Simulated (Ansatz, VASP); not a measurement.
# GdSi3: VASP beside Ansatz

```xyz
4
Lattice="4.1647 0.0000 0.0000 0.0000 4.1647 0.0000 0.0000 0.0000 4.1647" Properties=species:S:1:pos:R:3 pbc="T T T"
Gd    0.0000    0.0000    0.0000
Si    0.0000    2.0824    2.0824
Si    2.0824    2.0824    0.0000
Si    2.0824    0.0000    2.0824
```

Alike in both runs: task single point; functional PBE; k mesh 4 × 4 × 4; occupations gaussian, width 0.05 eV; collinear spin; Hubbard terms Gd f U = 6.0 eV.

```csv
,VASP,Ansatz
version,VASP 6.6.1,Ansatz 0.2.0
potentials or method,"VASP PAW PBE potentials, release 64 (Gd, Si)","scalar-relativistic, plane waves, PAW"
plane-wave cutoff (eV),520,420
valence electrons in the cell,30,30
```

Ansatz gave:

```
gap on the k mesh at the Fermi level (eV)                     : none
pressure (GPa)                                                : -0.9
net moment per atom (μB)                                      : 1.80
size of the moment on the site where the two differ most (μB) : 7.04
```

Question: What did VASP give for the same quantities?

Answer: gap on the k mesh at the Fermi level (eV): none; pressure (GPa): -0.9; net moment per atom (μB): 1.81; size of the moment on the site where the two differ most (μB): 6.89.

Site moments also hang on the region over which each program counts them. The programs project onto different local orbitals, so the same U acts differently. A gap of «none» marks a metal or a gap that the smearing closes. Ansatz warned: «filled_band_counts_differ_across_k_points».

Caveats: the k mesh is coarse (spacing up to 0.38 Å⁻¹), so the values aren't converged; spin-orbit coupling is left out, which moves the levels of the heavy elements. The state reached can hang on the start; a lower one may exist.
